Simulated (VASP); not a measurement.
Si2Ge:

```xyz
6
Lattice="4.3235 0.0000 0.0000 -2.1617 3.7442 0.0000 0.0000 0.0000 5.2727" Properties=species:S:1:pos:R:3 pbc="T T T"
Si    0.0000    0.0000    2.6364
Si    0.0000    0.0000    0.0000
Si    2.1617    1.2481    1.3182
Si    0.0000    2.4961    3.9545
Ge    2.1617    1.2481    3.9545
Ge    0.0000    2.4961    1.3182
```

The cell was built by a generator and needn't be a form met in nature.

| Property | Result |
| --- | --- |
| Program | VASP 6.6.1 |
| Task | relaxation of cell and atoms |
| Functional | PBE |
| Potentials or basis | VASP PAW PBE potentials, release 64 (Si, Ge_d) |
| Cutoff | 520 eV |
| k mesh | 5 × 5 × 3 |
| Occupations | gaussian, width 0.15 eV |
| Spin | no spin polarisation |

At the start: pressure 14.4 GPa; volume 14.23 Å³/atom.

Q: How do energy, volume and symmetry change on relaxing?

A: Over 6 steps the energy falls by 92.1 meV/atom and the volume is 16.31 Å³/atom (+14.7 %); space group P6_3/mmc (No. 194, to 0.05 Å).

The path:
```csv
step,energy change (eV),largest force (eV/Å),pressure (GPa),volume (Å³)
1,0.0000,0.0000,14.40,85.35
2,-0.5069,0.0000,-3.70,102.14
3,-0.5489,0.0000,0.49,98.07
4,-0.5485,0.0000,-0.45,98.42
5,-0.5529,0.0000,0.83,97.80
6,-0.5528,0.0000,0.40,97.87
```

Final structure:
```
Si Ge
1.0
     4.52087    0.00000    0.00000
    -2.26044    3.91519    0.00000
     0.00000    0.00000    5.52920
Si Ge
4 2
Direct
  0.00000 0.00000 0.50000
  0.00000 0.00000 0.00000
  0.66667 0.33333 0.25000
  0.33333 0.66667 0.75000
  0.66667 0.33333 0.75000
  0.33333 0.66667 0.25000
```

Caveat: the k mesh is coarse (spacing up to 0.40 Å⁻¹), so the values aren't converged.
